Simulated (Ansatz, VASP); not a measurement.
# CsSnI3 in two plane-wave programs, part 2 of 2

Aim: how closely do two programs agree when they are given the same cell, functional and k mesh? The cell is taken from a series of runs on this material, whose earlier steps may have relaxed, scaled, displaced or heated it; both programs get it as it stands.

VASP 6.6.1 and Ansatz 0.2.0.

So far: Set-up; Ansatz: relaxation of cell and atoms, RPBE; VASP: relaxation of cell and atoms, RPBE.

### 3. VASP: relaxation of cell and atoms, RPBE (continued)

Level of this step: RPBE; plane waves and PAW (Cs_sv, Sn_d, I) (VASP).

Numbers of over 12 decimals in the logs are rounded to 6 here.

Parts of OUTCAR (step 3):

```text
ion  position               nearest neighbor table
   1  0.000  0.000  0.000-
   2  0.500  0.500  0.500-   3 3.22   4 3.22   5 3.22   5 3.22   4 3.22   3 3.22
   3  0.000  0.500  0.500-   2 3.22   2 3.22
   4  0.500  0.000  0.500-   2 3.22   2 3.22
   5  0.500  0.500  0.000-   2 3.22   2 3.22

  LATTYP: Found a simple cubic cell.
 ALAT       =     6.4331400000

 Subroutine GETGRP returns: Found 48 space group operations
 (whereof 48 operations were pure point group operations)

The static configuration has the point symmetry O_h .

 Found     10 irreducible k-points:

   k-points           NKPTS =     10   k-points in BZ     NKDIM =     10   number of bands    NBANDS=     28

   dimension x,y,z NGX =    48 NGY =   48 NGZ =   48
   dimension x,y,z NGXF=    96 NGYF=   96 NGZF=   96

   ENCUT  =  500.0 eV  36.75 Ry    6.06 a.u.  11.73 11.73 11.73*2*pi/ulx,y,z

   NELECT =      44.0000    total number of electrons

 k-points in reciprocal lattice and weights: Automatic mesh
   0.00000000  0.00000000  0.00000000       0.016
   0.25000000  0.00000000  0.00000000       0.094
   0.50000000  0.00000000  0.00000000       0.047
   0.25000000  0.25000000  0.00000000       0.188
   0.50000000  0.25000000  0.00000000       0.188
   0.50000000  0.50000000  0.00000000       0.047
   0.25000000  0.25000000  0.25000000       0.125
   0.50000000  0.25000000  0.25000000       0.188
   0.50000000  0.50000000  0.25000000       0.094
   0.50000000  0.50000000  0.50000000       0.016

 average (electrostatic) potential at core
       1 -50.1323       2-105.9693       3 -93.8151       4 -93.8151       5 -93.8151

 E-fermi :   2.1078

 k-point     1 :       0.0000    0.0000    0.0000
  band No.  band energies     occupation
    ...
     18       0.0396      2.00000
     19       0.0396      2.00000
     20       0.1434      2.00000
     21       0.1434      2.00000
     22       0.1434      2.00000
     23       4.6346      0.00000
     24       5.6777      0.00000
     25       5.6777      0.00000
     26       5.9774      0.00000
     27       5.9774      0.00000
    ...

 k-point     2 :       0.2500    0.0000    0.0000
  band No.  band energies     occupation
    ...
     18      -0.0440      2.00000
     19      -0.0158      2.00000
     20       0.0930      2.00000
     21       0.0930      2.00000
     22       0.1288      2.00000
     23       4.6724      0.00000
     24       5.1365      0.00000
     25       5.9594      0.00000
     26       6.0041      0.00000
     27       6.0041      0.00000
    ...

 k-point     3 :       0.5000    0.0000    0.0000
  band No.  band energies     occupation
    ...
     18      -0.1506      2.00000
     19      -0.0686      2.00000
     20       0.0650      2.00000
     21       0.0650      2.00000
     22       0.4955      2.00000
     23       3.1540      0.00000
     24       5.9444      0.00000
     25       5.9641      0.00000
     26       5.9641      0.00000
     27       6.3145      0.00000
    ...

  Total       -0.0042579     -0.0042579     -0.0042579     -0.0000000     -0.0000000     -0.0000000
  in kB       -0.0254646     -0.0254646     -0.0254646     -0.0000000     -0.0000000     -0.0000000
  external PRESSURE =      -0.0254646 kB  Pullay stress =       0.0000000 kB

  energy-cutoff  :      500.00
  volume of cell :      267.90
      direct lattice vectors                 reciprocal lattice vectors
     6.446496825 -0.000000000 -0.000000000     0.155123011  0.000000000 -0.000000000
    -0.000000000  6.446496825 -0.000000000     0.000000000  0.155123011 -0.000000000
     0.000000000  0.000000000  6.446496825     0.000000000  0.000000000  0.155123011

 POSITION                                       TOTAL-FORCE (eV/Angst)
 -----------------------------------------------------------------------------------
      0.00000      0.00000      0.00000        -0.000000     -0.000000      0.000000
      3.22325      3.22325      3.22325         0.000000      0.000000      0.000000
     -0.00000      3.22325      3.22325        -0.000000     -0.000000      0.000000
      3.22325     -0.00000      3.22325        -0.000000     -0.000000      0.000000
      3.22325      3.22325     -0.00000        -0.000000     -0.000000      0.000000
 -----------------------------------------------------------------------------------
    total drift:                                0.000000     -0.000000     -0.000000

  FREE ENERGIE OF THE ION-ELECTRON SYSTEM (eV)
  ---------------------------------------------------
  free  energy   TOTEN  =       -12.9410557813 eV

  energy  without entropy=      -12.9410557813  energy(sigma->0) =      -12.94105578

 reached required accuracy - stopping structural energy minimisation

 total charge
# of ion       s       p       d       tot
------------------------------------------
    1        1.832   4.735   0.008   6.575
    2        1.429   0.544   9.974  11.946
    3        1.505   2.801   0.007   4.313
    4        1.505   2.801   0.007   4.313
    5        1.505   2.801   0.007   4.313
--------------------------------------------------
tot          7.775  13.682  10.002  31.458

[... 3 further parts left out ...]
```

CONTCAR:

```
CsSnI3
   1.00000000000000
     6.4464968252647781   -0.0000000000000000   -0.0000000000000000
    -0.0000000000000000    6.4464968252647781   -0.0000000000000000
     0.0000000000000000    0.0000000000000000    6.4464968252647781
  Cs              Sn              I
     1     1     3
Direct
     0.0000000000000000    0.0000000000000000    0.0000000000000000
     0.5000000000000000    0.5000000000000000    0.5000000000000000
     0.0000000000000000    0.5000000000000000    0.5000000000000000
     0.5000000000000000    0.0000000000000000    0.5000000000000000
     0.5000000000000000    0.5000000000000000    0.0000000000000000
```

The run keeps the 48 symmetry operations of its start, so it cannot find a distortion of lower symmetry.

### 4. Side by side

Known differences besides the potentials themselves: the data sets hold 74 valence electrons in Ansatz (on its default PAW (the set named soft_2) files) and 44 in VASP; the cutoff is 420 eV in Ansatz and 500 eV in VASP; Ansatz makes its cores anew for this functional, VASP keeps those of its PBE data sets; Ansatz adds a Pulay correction to the stress that steers its cell, VASP none. Total energies have different zeros and are not compared.

Both answers:

```
                                         quantity  Ansatz    VASP  difference
                                      volume (Å³)  267.94  267.90     +0.01 %
edge a after relaxation, in the typed setting (Å)   6.447   6.447     +0.00 %
```

### 5. Results

| Quantity | Value |
| --- | --- |
| difference in volume (relaxation of cell and atoms, RPBE) | 0.014 % |

The difference in volume is 0.014 % (relaxation of cell and atoms, RPBE), within the 1.2 % picked in this series as the mark of a large difference, as far as the stopping tolerances let one tell. The data sets hold unlike numbers of valence electrons (74 in Ansatz and 44 in VASP), so part of the differences comes from the potentials. 2 further runs of this series are not shown here. How closely two codes agree says nothing of how well the functional describes the real material.

[Lines on the potential files, build, host, timing and source positions are cut from VASP's logs without a mark.]

[Logs are printed without paths, hosts, clocks, repeated set-up lines and the standing remarks that a program may print on its own settings, such as how far it seeks lower states.]

[Hosts, paths, dates, database ids (printed as entryN), source tags and the programs' standing remarks are cut or masked in the printed files.]
